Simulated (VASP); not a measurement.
OSZICAR of a VASP run on Nd (space group P6_3/mmc):

### OSZICAR
```
       N       E                     dE             d eps       ncg     rms          rms(c)
DAV:   1     0.651719455850E+03    0.65172E+03   -0.14162E+04  2400   0.178E+03
DAV:   2     0.111893939145E+03   -0.53983E+03   -0.53226E+03  3296   0.524E+02
DAV:   3    -0.319362174523E-01   -0.11193E+03   -0.10907E+03  4010   0.309E+02
DAV:   4    -0.190122877297E+02   -0.18980E+02   -0.18202E+02  4202   0.143E+02
DAV:   5    -0.252265521688E+02   -0.62143E+01   -0.58924E+01  4472   0.649E+01    0.703E+01
DAV:   6    -0.873420639889E+02   -0.62116E+02   -0.10941E+03  3624   0.212E+02    0.927E+01
DAV:   7    -0.509090055643E+02    0.36433E+02   -0.27655E+02  4029   0.166E+02    0.107E+02
DAV:   8    -0.108966614406E+03   -0.58058E+02   -0.22302E+03  3348   0.201E+02    0.217E+02
DAV:   9    -0.130575609955E+03   -0.21609E+02   -0.54991E+02  4000   0.124E+02    0.112E+02
DAV:  10    -0.443355936420E+02    0.86240E+02   -0.21773E+02  3124   0.963E+01    0.619E+01
DAV:  11    -0.509806306180E+02   -0.66450E+01   -0.79128E+01  4480   0.626E+01    0.561E+01
DAV:  12    -0.522606528360E+02   -0.12800E+01   -0.26562E+01  4348   0.468E+01    0.563E+01
DAV:  13    -0.524750901189E+02   -0.21444E+00   -0.84263E+00  4246   0.252E+01    0.548E+01
DAV:  14    -0.513533622295E+02    0.11217E+01   -0.28885E+00  4376   0.139E+01    0.553E+01
DAV:  15    -0.572856797456E+02   -0.59323E+01   -0.37609E+00  3906   0.154E+01    0.564E+01
DAV:  16    -0.655985083293E+02   -0.83128E+01   -0.79364E+00  4232   0.179E+01    0.568E+01
DAV:  17    -0.434547034102E+02    0.22144E+02   -0.20103E+01  3781   0.302E+01    0.552E+01
DAV:  18    -0.373528822964E+02    0.61018E+01   -0.64847E+00  4456   0.243E+01    0.452E+01
DAV:  19    -0.347086760417E+02    0.26442E+01   -0.26108E+00  4392   0.130E+01    0.455E+01
DAV:  20    -0.329655600337E+02    0.17431E+01   -0.10213E+00  4469   0.852E+00    0.446E+01
DAV:  21    -0.356370103286E+02   -0.26715E+01   -0.68977E-01  4210   0.738E+00    0.464E+01
DAV:  22    -0.311205058409E+02    0.45165E+01   -0.14317E+00  3992   0.909E+00    0.426E+01
DAV:  23    -0.306067390727E+02    0.51377E+00   -0.73860E-01  4474   0.614E+00    0.424E+01
DAV:  24    -0.304947263819E+02    0.11201E+00   -0.22800E-01  4338   0.357E+00    0.420E+01
DAV:  25    -0.307786028267E+02   -0.28388E+00   -0.12538E-01  4328   0.184E+00    0.422E+01
DAV:  26    -0.231907412512E+02    0.75879E+01   -0.45205E+00  3512   0.136E+01    0.327E+01
DAV:  27    -0.212720633428E+02    0.19187E+01   -0.65594E+00  4426   0.139E+01    0.247E+01
DAV:  28    -0.229225582680E+02   -0.16505E+01   -0.37784E+00  4049   0.151E+01    0.258E+01
DAV:  29    -0.232792251942E+02   -0.35667E+00   -0.11643E+00  4381   0.451E+00    0.295E+01
DAV:  30    -0.229465322164E+02    0.33269E+00   -0.24705E-01  4048   0.263E+00    0.279E+01
DAV:  31    -0.223322264328E+02    0.61431E+00   -0.79720E-01  4122   0.428E+00    0.242E+01
DAV:  32    -0.225047280319E+02   -0.17250E+00   -0.22874E-01  4318   0.230E+00    0.245E+01
DAV:  33    -0.225967932520E+02   -0.92065E-01   -0.10149E-01  4338   0.948E-01    0.249E+01
DAV:  34    -0.228701237610E+02   -0.27333E+00   -0.50109E-01  4231   0.360E+00    0.266E+01
DAV:  35    -0.217532013994E+02    0.11169E+01   -0.27542E+00  3679   0.886E+00    0.198E+01
DAV:  36    -0.219934794829E+02   -0.24028E+00   -0.61514E-01  4276   0.510E+00    0.206E+01
DAV:  37    -0.218753126921E+02    0.11817E+00   -0.68894E-01  4216   0.382E+00    0.221E+01
DAV:  38    -0.219883242229E+02   -0.11301E+00   -0.29542E-01  4153   0.254E+00    0.218E+01
DAV:  39    -0.219834093280E+02    0.49149E-02   -0.21888E-01  4413   0.105E+00    0.227E+01
DAV:  40    -0.220238448935E+02   -0.40436E-01   -0.13293E-01  4205   0.908E-01    0.229E+01
DAV:  41    -0.220275410781E+02   -0.36962E-02   -0.89861E-02  4445   0.520E-01    0.232E+01
DAV:  42    -0.219440150857E+02    0.83526E-01   -0.10639E-01  3986   0.129E+00    0.245E+01
DAV:  43    -0.218090738467E+02    0.13494E+00   -0.12303E-01  4376   0.136E+00    0.259E+01
DAV:  44    -0.219396409788E+02   -0.13057E+00   -0.18408E-01  4256   0.246E+00    0.270E+01
DAV:  45    -0.219010488224E+02    0.38592E-01   -0.42765E-01  4080   0.372E+00    0.247E+01
DAV:  46    -0.220043564817E+02   -0.10331E+00   -0.99215E-02  4341   0.169E+00    0.239E+01
DAV:  47    -0.219874149170E+02    0.16942E-01   -0.11377E-01  4288   0.182E+00    0.268E+01
DAV:  48    -0.220775410152E+02   -0.90126E-01   -0.42806E-01  4057   0.320E+00    0.315E+01
DAV:  49    -0.223076350844E+02   -0.23009E+00   -0.73044E-01  4000   0.412E+00    0.398E+01
DAV:  50    -0.222912071527E+02    0.16428E-01   -0.33271E-01  4252   0.224E+00    0.412E+01
DAV:  51    -0.102293158118E+03   -0.80002E+02   -0.46238E+02  3070   0.153E+02    0.123E+02
DAV:  52    -0.971925736613E+02    0.51006E+01   -0.40654E+01  4169   0.587E+01    0.123E+02
DAV:  53    -0.908022344712E+02    0.63903E+01   -0.57750E+00  4026   0.215E+01    0.120E+02
DAV:  54    -0.673025032807E+02    0.23500E+02   -0.48959E+00  2896   0.253E+01    0.113E+02
DAV:  55    -0.523660268824E+02    0.14936E+02   -0.31659E+00  4186   0.163E+01    0.106E+02
DAV:  56    -0.554949653500E+02   -0.31289E+01   -0.85456E-01  3714   0.108E+01    0.107E+02
DAV:  57    -0.583301420203E+02   -0.28352E+01   -0.46642E-01  3880   0.796E+00    0.109E+02
DAV:  58    -0.588524411136E+02   -0.52230E+00   -0.34784E-01  3924   0.420E+00    0.109E+02
DAV:  59    -0.618197332733E+02   -0.29673E+01   -0.50213E-02  4208   0.231E+00    0.110E+02
DAV:  60    -0.624959965083E+02   -0.67626E+00   -0.13098E-02  4210   0.111E+00    0.111E+02
DAV:  61    -0.491443334900E+02    0.13352E+02   -0.32280E+00  3008   0.181E+01    0.105E+02
DAV:  62    -0.495250059620E+02   -0.38067E+00   -0.26567E-01  4088   0.701E+00    0.105E+02
DAV:  63    -0.500935591012E+02   -0.56855E+00   -0.54261E-02  4304   0.252E+00    0.106E+02
DAV:  64    -0.487425306808E+02    0.13510E+01   -0.19375E-01  3581   0.482E+00    0.105E+02
DAV:  65    -0.457825658739E+02    0.29600E+01   -0.17791E-01  4144   0.385E+00    0.104E+02
DAV:  66    -0.382202586698E+02    0.75623E+01   -0.17235E+01  3229   0.316E+01    0.861E+01
DAV:  67    -0.375923392501E+02    0.62792E+00   -0.19190E+00  4437   0.984E+00    0.837E+01
DAV:  68    -0.375922201364E+02    0.11911E-03   -0.38412E-01  4360   0.452E+00    0.837E+01
DAV:  69    -0.359262441539E+02    0.16660E+01   -0.76921E-01  4119   0.615E+00    0.812E+01
DAV:  70    -0.355539910458E+02    0.37225E+00   -0.32634E-01  4408   0.326E+00    0.806E+01
DAV:  71    -0.318786452284E+02    0.36753E+01   -0.33209E+00  3783   0.158E+01    0.663E+01
DAV:  72    -0.325089638128E+02   -0.63032E+00   -0.85603E-01  4368   0.642E+00    0.644E+01
DAV:  73    -0.332488693704E+02   -0.73991E+00   -0.77245E-01  4424   0.703E+00    0.630E+01
DAV:  74    -0.388738185740E+02   -0.56249E+01   -0.37461E+00  4208   0.191E+01    0.692E+01
DAV:  75    -0.412123630111E+02   -0.23385E+01   -0.12989E+00  4101   0.132E+01    0.686E+01
DAV:  76    -0.412877316637E+02   -0.75369E-01   -0.49150E+00  4189   0.223E+01    0.788E+01
DAV:  77    -0.386353660328E+02    0.26524E+01   -0.67205E-01  4320   0.795E+00    0.791E+01
DAV:  78    -0.399676417614E+02   -0.13323E+01   -0.21702E-01  4416   0.492E+00    0.803E+01
DAV:  79    -0.381627916297E+02    0.18049E+01   -0.18114E-01  4112   0.513E+00    0.788E+01
DAV:  80    -0.382553591911E+02   -0.92568E-01   -0.17919E-02  4424   0.118E+00    0.788E+01
DAV:  81    -0.307630367294E+02    0.74923E+01   -0.29284E+00  3866   0.167E+01    0.737E+01
DAV:  82    -0.204651926640E+01    0.28717E+02   -0.82421E+00  3957   0.355E+01    0.781E+01
DAV:  83    -0.532147003870E+00    0.15144E+01   -0.72227E-01  4316   0.720E+00    0.781E+01
DAV:  84    -0.569398203916E-01    0.47521E+00   -0.20112E-01  4338   0.453E+00    0.785E+01
DAV:  85    -0.471013576137E+01   -0.46532E+01   -0.62253E-01  4119   0.805E+00    0.772E+01
DAV:  86     0.275340103265E+02    0.32244E+02   -0.59253E+00  3409   0.259E+01    0.818E+01
DAV:  87     0.298903706013E+02    0.23564E+01   -0.68663E-01  4232   0.105E+01    0.795E+01
DAV:  88     0.327774856655E+02    0.28871E+01   -0.20594E-01  4456   0.499E+00    0.791E+01
DAV:  89     0.319459915814E+02   -0.83149E+00   -0.11605E-01  4360   0.483E+00    0.803E+01
DAV:  90     0.318214556551E+02   -0.12454E+00   -0.86787E-02  4160   0.361E+00    0.803E+01
DAV:  91     0.101759775898E+02   -0.21645E+02   -0.62250E+02  3994   0.105E+02    0.564E+01
DAV:  92    -0.257205745803E+02   -0.35897E+02   -0.98434E+01  3887   0.107E+02    0.686E+01
DAV:  93    -0.170048959532E+02    0.87157E+01   -0.49856E+01  4193   0.543E+01    0.482E+01
DAV:  94    -0.146105653576E+02    0.23943E+01   -0.41498E+01  4148   0.460E+01    0.238E+01
DAV:  95    -0.147402559865E+02   -0.12969E+00   -0.14653E+01  4076   0.397E+01    0.225E+01
DAV:  96    -0.164193327165E+02   -0.16791E+01   -0.28822E+00  4320   0.131E+01    0.266E+01
DAV:  97    -0.198939162250E+02   -0.34746E+01   -0.36431E+00  4098   0.212E+01    0.257E+01
DAV:  98    -0.199272075942E+02   -0.33291E-01   -0.47194E-01  4418   0.548E+00    0.264E+01
DAV:  99    -0.185021405193E+02    0.14251E+01   -0.16179E+00  4050   0.157E+01    0.278E+01
DAV: 100    -0.201323225977E+02   -0.16302E+01   -0.45763E-01  4240   0.610E+00
   1 F= -.20132323E+02 E0= -.19580599E+02  d E =-.110345E+01  mag=     6.2080
```

Question: Which electronic solver shows in the log?

Answer: It is blocked Davidson (ALGO = Normal, or the opening steps of other solvers). The INCAR had ALGO = Normal.

Question: How was spin treated?

Answer: Collinear spin (ISPIN = 2): the summary line carries one mag value, 6.21 μB in the cell.

Question: Can the final energy be trusted as converged?

Answer: Convergence was not reached. It stopped with EDIFF = 1E-6, NELM = 100 (PBE GGA, plane waves, VASP's PBE PAW potentials (set 64)).  The run has a spin-polarised start.

The structure comes from a computed database's Nd entry; how it stands against other phases isn't given here. The cell was not relaxed at this level. The run is one of a series of settings (another spin-polarised start against the base run), some of them coarse on purpose. VASP warned that the highest band is occupied, so more bands are needed.
